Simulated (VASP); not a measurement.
**Ge under biaxial strain**

How does Ge answer to strain in the plane, when the third axis is free? The starting structure is a measured crystal structure from the Crystallography Open Database. All runs use LDA. The equilibrium cell comes from relaxations that aren't shown. The strained plane is (111) of the cubic or hexagonal setting. Its Cartesian x and y axes are then stretched or squeezed alike, and the third axis is relaxed.

Calculated with VASP 6.6.1; Kohn-Sham DFT with plane waves and PAW; LDA.

## Step 1: The starting structure

It takes space group Fd-3m (No. 227, cubic). The conventional cell has a = 5.658 Å, b = 5.658 Å, c = 5.658 Å, α = 90.00°, β = 90.00°, γ = 90.00°. Nearest to Ge lie 4 Ge at 2.45 Å.

## Step 2: Relaxation at no strain

This run starts from the cell of an earlier relaxation, which isn't shown; the restart sets up the plane waves anew.

Contents of INCAR:

```
SYSTEM = Ge
PREC = Accurate
ENCUT = 500
EDIFF = 1E-07
NELM = 100
ISMEAR = 0
SIGMA = 0.05
LREAL = .FALSE.
ALGO = Normal
GGA = CA
NBANDS = 52
LORBIT = 11
LWAVE = .FALSE.
LCHARG = .FALSE.
KPAR = 8
IBRION = 2
NSW = 50
ISIF = 3
EDIFFG = -0.003
LATTICE_CONSTRAINTS = .FALSE. .FALSE. .TRUE.
```

Contents of POSCAR:

```
Ge
1.0
    3.9765716058      0.0000000000      0.0000000000
   -1.9882857979      3.4438120255      0.0000000000
    0.0000000000      0.0000000000      9.7389689427
Ge
6
Direct
    0.0000000000      0.0000000000      0.4999785098
    0.6666666700      0.3333333300      0.8333118398
    0.3333333300      0.6666666700      0.1666451798
    0.0000000000      0.0000000000      0.7500214902
    0.6666666700      0.3333333300      0.0833548202
    0.3333333300      0.6666666700      0.4166881602
```

Contents of KPOINTS:

```
Automatic mesh
0
Gamma
9 9 4
0 0 0
```

The projector-augmented-wave data sets are Ge_d (LDA family, release 64).

On the command line:

```sh
mpirun -np 8 vasp_std
```

Output:

```text
[banner, memory and clock lines left out]
running    8 mpi-ranks, on    1 nodes
 distrk:  each k-point on    1 cores,    8 groups
 distr:  one band on    1 cores,    1 groups

 POSCAR found type information on POSCAR Ge
 POSCAR found :  1 types and       6 ions
|                                                                             |
|           W    W    AA    RRRRR   N    N  II  N    N   GGGG   !!!           |
|           W    W   A  A   R    R  NN   N  II  NN   N  G    G  !!!           |
|           W    W  A    A  R    R  N N  N  II  N N  N  G       !!!           |
|           W WW W  AAAAAA  RRRRR   N  N N  II  N  N N  G  GGG   !            |
|           WW  WW  A    A  R   R   N   NN  II  N   NN  G    G                |
|           W    W  A    A  R    R  N    N  II  N    N   GGGG   !!!           |
|                                                                             |
|     For optimal performance we recommend to set                             |
|       NCORE = 2 up to number-of-cores-per-socket                            |
|     NCORE specifies how many cores store one orbital (NPAR=cpu/NCORE).      |
|     This setting can greatly improve the performance of VASP for DFT.       |
|     The default, NCORE=1 might be grossly inefficient on modern             |
|     multi-core architectures or massively parallel machines. Do your        |
|     Unfortunately you need to use the default for GW and RPA                |
|     calculations (for HF NCORE is supported but not extensively tested      |
|     yet).                                                                   |
|                                                                             |

 LDA part: xc-table for (Slater(with rela. corr.)+CA(PZ))
 , standard interpolation
 POSCAR, INCAR and KPOINTS ok, starting setup
 FFT: planning ... GRIDC
 FFT: planning ... GRID_SOFT
 FFT: planning ... GRID
 WAVECAR not read
 entering main loop
       N       E                     dE             d eps       ncg     rms          rms(c)
DAV:   1     0.886038835154E+03    0.88604E+03   -0.39557E+04  5264   0.436E+03
DAV:   2     0.138336799465E+03   -0.74770E+03   -0.72373E+03  4472   0.944E+02
DAV:   3    -0.193220740166E+02   -0.15766E+03   -0.15424E+03  4724   0.239E+02
DAV:   4    -0.313937312319E+02   -0.12072E+02   -0.11946E+02  5208   0.736E+01
DAV:   5    -0.317069675415E+02   -0.31324E+00   -0.31261E+00  5032   0.133E+01    0.589E+00
DAV:   6    -0.313466881618E+02    0.36028E+00   -0.20088E-01  5092   0.257E+00    0.334E+00
DAV:   7    -0.311634700584E+02    0.18322E+00   -0.24730E-01  4860   0.229E+00    0.239E-01
DAV:   8    -0.311658864957E+02   -0.24164E-02   -0.20464E-02  5216   0.906E-01    0.136E-01
DAV:   9    -0.311661542387E+02   -0.26774E-03   -0.36097E-04  5436   0.108E-01    0.262E-02
DAV:  10    -0.311661473623E+02    0.68764E-05   -0.26627E-05  5892   0.578E-02    0.152E-02
DAV:  11    -0.311661477280E+02   -0.36575E-06   -0.26792E-06  5388   0.138E-02    0.414E-03
DAV:  12    -0.311661475692E+02    0.15877E-06   -0.83402E-07  4176   0.387E-03    0.744E-04
DAV:  13    -0.311661475688E+02    0.45839E-09   -0.39241E-08  2752   0.107E-03
   1 F= -.31166148E+02 E0= -.31166013E+02  d E =-.311661E+02
 curvature:   0.00 expect dE= 0.000E+00 dE for cont linesearch  0.000E+00
 trial: gam= 0.00000 g(F)=  0.179E-05 g(S)=  0.139E-05 ort = 0.000E+00 (trialstep = 0.100E+01)
 search vector abs. value=  0.318E-05
 reached required accuracy - stopping structural energy minimisation
```

Wall time 74 s (8 MPI ranks of AMD EPYC 7R43, shared host); peak memory 2.5 GiB; 9.6 min of CPU time.

The logs omit lines about the potential files and the build; timing stands in the text.

From OUTCAR (step 2):

```text
ion  position               nearest neighbor table
   1  0.000  0.000  0.500-   6 2.43   6 2.43   6 2.43   4 2.44
   2  0.667  0.333  0.833-   4 2.43   4 2.43   4 2.43   5 2.44
   3  0.333  0.667  0.167-   5 2.43   5 2.43   5 2.43   6 2.44
   4  0.000  0.000  0.750-   2 2.43   2 2.43   2 2.43   1 2.44
   5  0.667  0.333  0.083-   3 2.43   3 2.43   3 2.43   2 2.44
   6  0.333  0.667  0.417-   1 2.43   1 2.43   1 2.43   3 2.44

  LATTYP: Found a hexagonal cell.
 ALAT       =     3.9765716058
 C/A-ratio  =     2.4490867783

 Subroutine GETGRP returns: Found 12 space group operations
 (whereof  6 operations were pure point group operations)

The static configuration has the point symmetry C_3v.
 The point group associated with its full space group is D_3d.

 Found     43 irreducible k-points:

   k-points           NKPTS =     43   k-points in BZ     NKDIM =     43   number of bands    NBANDS=     52

   dimension x,y,z NGX =    30 NGY =   30 NGZ =   72
   dimension x,y,z NGXF=    60 NGYF=   60 NGZF=  144

   ENCUT  =  500.0 eV  36.75 Ry    6.06 a.u.   7.25  7.25 17.76*2*pi/ulx,y,z

   NELECT =      84.0000    total number of electrons

 k-points in reciprocal lattice and weights: Automatic mesh
   0.00000000  0.00000000  0.00000000       0.003
   0.11111111  0.00000000  0.00000000       0.019
   0.22222222  0.00000000  0.00000000       0.019
   0.33333333  0.00000000  0.00000000       0.019
   0.44444444  0.00000000  0.00000000       0.019
   0.11111111  0.11111111  0.00000000       0.019
   0.22222222  0.11111111  0.00000000       0.037
   0.33333333  0.11111111  0.00000000       0.037
   0.44444444  0.11111111  0.00000000       0.019
[...]
0.33333333  0.22222222  0.50000000       0.037
   0.33333333  0.33333333  0.50000000       0.006

 average (electrostatic) potential at core
       1 -75.2471       2 -75.2471       3 -75.2471       4 -75.2471       5 -75.2471
       6 -75.2471

 E-fermi :   4.9343

 k-point     1 :       0.0000    0.0000    0.0000
  band No.  band energies     occupation
    ...
     39       3.7117      2.00000
     40       4.9029      1.62574
     41       4.9029      1.62574
     42       4.9055      1.58380
     43       4.9275      1.15252
     44       5.2540      0.00000
     45       5.2540      0.00000
     46       7.4381      0.00000
     47       7.4390      0.00000
     48       7.4390      0.00000
    ...

 k-point     2 :       0.1111    0.0000    0.0000
  band No.  band energies     occupation
    ...
     38       2.9767      2.00000
     39       3.1905      2.00000
     40       3.7857      2.00000
     41       4.4946      2.00000
     42       4.6133      2.00000
     43       6.1318      0.00000
     44       6.2808      0.00000
     45       6.3771      0.00000
     46       7.4475      0.00000
     47       7.9703      0.00000
    ...

 k-point     3 :       0.2222    0.0000    0.0000
  band No.  band energies     occupation
    ...
     38       1.7829      2.00000
     39       2.5612      2.00000
     40       3.4645      2.00000
     41       3.8084      2.00000
     42       3.8814      2.00000
     43       6.3354      0.00000
     44       6.4215      0.00000
     45       6.8505      0.00000
     46       7.6639      0.00000
     47       8.2495      0.00000
    ...

  Total       -0.0020851     -0.0020851     -0.0131641     -0.0000000      0.0000000      0.0000000
  in kB       -0.0250477     -0.0250477     -0.1581394     -0.0000000      0.0000000      0.0000000
  external PRESSURE =      -0.0694116 kB  Pullay stress =       0.0000000 kB

  energy-cutoff  :      500.00
  volume of cell :      133.37
      direct lattice vectors                 reciprocal lattice vectors
     3.976571606  0.000000000  0.000000000     0.251472902  0.145187947  0.000000000
    -1.988285798  3.443812026  0.000000000     0.000000000  0.290375895  0.000000000
     0.000000000  0.000000000  9.738968943     0.000000000  0.000000000  0.102680274

 POSITION                                       TOTAL-FORCE (eV/Angst)
 -----------------------------------------------------------------------------------
      0.00000      0.00000      4.86928         0.000000     -0.000000     -0.002485
      1.98829      1.14794      8.11560         0.000000     -0.000000     -0.002485
     -0.00000      2.29587      1.62295        -0.000000      0.000000     -0.002485
      0.00000      0.00000      7.30444        -0.000000     -0.000000      0.002485
      1.98829      1.14794      0.81179         0.000000      0.000000      0.002485
     -0.00000      2.29587      4.05811        -0.000000      0.000000      0.002485
 -----------------------------------------------------------------------------------
    total drift:                                0.000000     -0.000000      0.000000

  FREE ENERGIE OF THE ION-ELECTRON SYSTEM (eV)
  ---------------------------------------------------
  free  energy   TOTEN  =       -31.1661475688 eV

  energy  without entropy=      -31.1658784134  energy(sigma->0) =      -31.16601299

 reached required accuracy - stopping structural energy minimisation

 total charge
# of ion       s       p       d       tot
------------------------------------------
    1        1.139   1.283  10.026  12.448
    2        1.139   1.283  10.026  12.448
    3        1.139   1.283  10.026  12.448
    4        1.139   1.283  10.026  12.448
    5        1.139   1.283  10.026  12.448
    6        1.139   1.283  10.026  12.448
--------------------------------------------------
tot          6.833   7.699  60.155  74.687

[... 3 further parts left out ...]
```

CONTCAR:

```
Ge
   1.00000000000000
     3.9765716057999998    0.0000000000000000    0.0000000000000000
    -1.9882857978999999    3.4438120255000002    0.0000000000000000
     0.0000000000000000    0.0000000000000000    9.7389689426999997
  Ge
     6
Direct
     0.0000000000000000    0.0000000000000000    0.4999785098000018
     0.6666666699999979    0.3333333300000021    0.8333118397999968
     0.3333333300000021    0.6666666699999979    0.1666451797999997
     0.0000000000000000    0.0000000000000000    0.7500214901999982
     0.6666666699999979    0.3333333300000021    0.0833548202000003
     0.3333333300000021    0.6666666699999979    0.4166881602000032
```

The run keeps the 12 symmetry operations of its start, so it cannot find a distortion of lower symmetry.

No strain: 22.228 Å³ an atom and a mean stress of -0.01 GPa, with a third cell vector of 9.739 Å, and no clear gap on the mesh.

## Step 3: Relaxation at -2 % along x and y

This run starts from the cell of an earlier relaxation, which isn't shown; the restart sets up the plane waves anew.

INCAR is that of step 2.

Contents of POSCAR:

```
Ge
1.0
    3.8970401737      0.0000000000      0.0000000000
   -1.9485200819      3.3749357850      0.0000000000
    0.0000000000      0.0000000000      9.8133364905
Ge
6
Direct
    0.0000000000      0.0000000000      0.5012309210
    0.6666666700      0.3333333300      0.8345642510
    0.3333333300      0.6666666700      0.1678975910
    0.0000000000      0.0000000000      0.7487690790
    0.6666666700      0.3333333300      0.0821024090
    0.3333333300      0.6666666700      0.4154357490
```

KPOINTS is that of step 2.

On the command line:

```sh
mpirun -np 8 vasp_std
```

Output:

```text
[banner, memory and clock lines left out]
running    8 mpi-ranks, on    1 nodes
[...]
[... a notice as in an earlier step ...]

 LDA part: xc-table for (Slater(with rela. corr.)+CA(PZ))
 , standard interpolation
 POSCAR, INCAR and KPOINTS ok, starting setup
[...]
entering main loop
       N       E                     dE             d eps       ncg     rms          rms(c)
DAV:   1     0.878021907903E+03    0.87802E+03   -0.39424E+04  5292   0.440E+03
DAV:   2     0.138370064050E+03   -0.73965E+03   -0.71641E+03  4472   0.946E+02
DAV:   3    -0.195477337727E+02   -0.15792E+03   -0.15455E+03  4780   0.239E+02
DAV:   4    -0.313842529042E+02   -0.11837E+02   -0.11722E+02  5168   0.738E+01
[...]
DAV:  11    -0.311015713091E+02    0.80619E-06   -0.72733E-06  5056   0.181E-02    0.315E-03
DAV:  12    -0.311015712231E+02    0.86056E-07   -0.10639E-06  4664   0.742E-03    0.175E-03
DAV:  13    -0.311015711955E+02    0.27581E-07   -0.11240E-07  3164   0.259E-03
   1 F= -.31101571E+02 E0= -.31101498E+02  d E =-.311016E+02
[...]
reached required accuracy - stopping structural energy minimisation
```

Wall time 65 s (8 MPI ranks); peak memory 2.3 GiB; 8.4 min of CPU time.

Parts of OUTCAR (step 3):

```text
  Total        3.1016185      3.1016184     -0.0052125      0.0000000      0.0000000     -0.0000000
  in kB       38.5018738     38.5018737     -0.0647057      0.0000001      0.0000000     -0.0000000
  external PRESSURE =      25.6463473 kB  Pullay stress =       0.0000000 kB

 POSITION                                       TOTAL-FORCE (eV/Angst)
 -----------------------------------------------------------------------------------
      0.00000      0.00000      4.91875        -0.000000     -0.000000      0.001786
      1.94852      1.12498      8.18986        -0.000000     -0.000000      0.001786
     -0.00000      2.24996      1.64764        -0.000000     -0.000000      0.001786
      0.00000      0.00000      7.34792         0.000000      0.000000     -0.001786
      1.94852      1.12498      0.80570         0.000000      0.000000     -0.001786
     -0.00000      2.24996      4.07681         0.000000      0.000000     -0.001786
 -----------------------------------------------------------------------------------
    total drift:                                0.000000      0.000000      0.000000

  FREE ENERGIE OF THE ION-ELECTRON SYSTEM (eV)
  ---------------------------------------------------
  free  energy   TOTEN  =       -31.1015711955 eV

  energy  without entropy=      -31.1014251380  energy(sigma->0) =      -31.10149817

[... 2 parts as in an earlier step ...]

[... 2 further parts left out ...]
[key lines of the parts left out:]
E-fermi :   5.3779
```

-2 % along x and y: 21.511 Å³ an atom and a mean stress of 2.56 GPa, with a third cell vector of 9.813 Å, and 0.118 eV of gap on the mesh.

## Step 4: Relaxation at +2 % along x and y

This run starts from the cell of an earlier relaxation, which isn't shown; the restart sets up the plane waves anew.

INCAR is that of step 3.

Contents of POSCAR:

```
Ge
1.0
    4.0561030379      0.0000000000      0.0000000000
   -2.0280515139      3.5126882660      0.0000000000
    0.0000000000      0.0000000000      9.6587766958
Ge
6
Direct
    0.0000000000      0.0000000000      0.4986588686
    0.6666666700      0.3333333300      0.8319921986
    0.3333333300      0.6666666700      0.1653255386
    0.0000000000      0.0000000000      0.7513411314
    0.6666666700      0.3333333300      0.0846744614
    0.3333333300      0.6666666700      0.4180078014
```

KPOINTS is that of step 3.

On the command line:

```sh
mpirun -np 8 vasp_std
```

Output:

```text
[... set-up lines as in an earlier step ...]
 entering main loop
       N       E                     dE             d eps       ncg     rms          rms(c)
DAV:   1     0.883458415312E+03    0.88346E+03   -0.39559E+04  5236   0.429E+03
DAV:   2     0.138697961746E+03   -0.74476E+03   -0.72137E+03  4472   0.943E+02
DAV:   3    -0.192412504631E+02   -0.15794E+03   -0.15444E+03  4804   0.239E+02
DAV:   4    -0.313100096131E+02   -0.12069E+02   -0.11969E+02  5260   0.736E+01
[...]
DAV:  11    -0.311168822815E+02   -0.57960E-06   -0.75331E-06  5044   0.190E-02    0.286E-03
DAV:  12    -0.311168822001E+02    0.81462E-07   -0.12245E-06  4956   0.778E-03    0.142E-03
DAV:  13    -0.311168821894E+02    0.10645E-07   -0.92362E-08  3012   0.275E-03
   1 F= -.31116882E+02 E0= -.31116671E+02  d E =-.311169E+02
[...]
reached required accuracy - stopping structural energy minimisation
```

Elapsed: 85 s, on 8 MPI ranks; peak memory 2.4 GiB; 9.9 min of CPU time.

OUTCAR, selected parts (step 4):

```text
  Total       -2.6044874     -2.6044874     -0.0121535     -0.0000000      0.0000000     -0.0000000
  in kB      -30.3222997    -30.3222996     -0.1414946     -0.0000000      0.0000000     -0.0000000
  external PRESSURE =     -20.2620313 kB  Pullay stress =       0.0000000 kB

 POSITION                                       TOTAL-FORCE (eV/Angst)
 -----------------------------------------------------------------------------------
      0.00000      0.00000      4.81643         0.000000     -0.000000     -0.000120
      2.02805      1.17090      8.03603         0.000000     -0.000000     -0.000120
     -0.00000      2.34179      1.59684         0.000000      0.000000     -0.000120
      0.00000      0.00000      7.25704        -0.000000      0.000000      0.000120
      2.02805      1.17090      0.81785        -0.000000      0.000000      0.000120
     -0.00000      2.34179      4.03744        -0.000000      0.000000      0.000120
 -----------------------------------------------------------------------------------
    total drift:                               -0.000000     -0.000000      0.000000

  FREE ENERGIE OF THE ION-ELECTRON SYSTEM (eV)
  ---------------------------------------------------
  free  energy   TOTEN  =       -31.1168821894 eV

  energy  without entropy=      -31.1164600014  energy(sigma->0) =      -31.11667110

[... 2 parts as in an earlier step ...]

[... 2 further parts left out ...]
[key lines of the parts left out:]
E-fermi :   4.4451
```

+2 % along x and y: 22.936 Å³ an atom and a mean stress of -2.03 GPa, with a third cell vector of 9.659 Å, and no clear gap on the mesh.

[end of part 1 of 2]

[Lines on the potential files, build, host, timing and source positions are cut from VASP's logs without a mark.]

[Logs are printed without paths, hosts, clocks, repeated set-up lines and the standing remarks that a program may print on its own settings, such as how far it seeks lower states.]

[Hosts, paths, dates, database ids (printed as entryN), source tags and the programs' standing remarks are cut or masked in the printed files.]
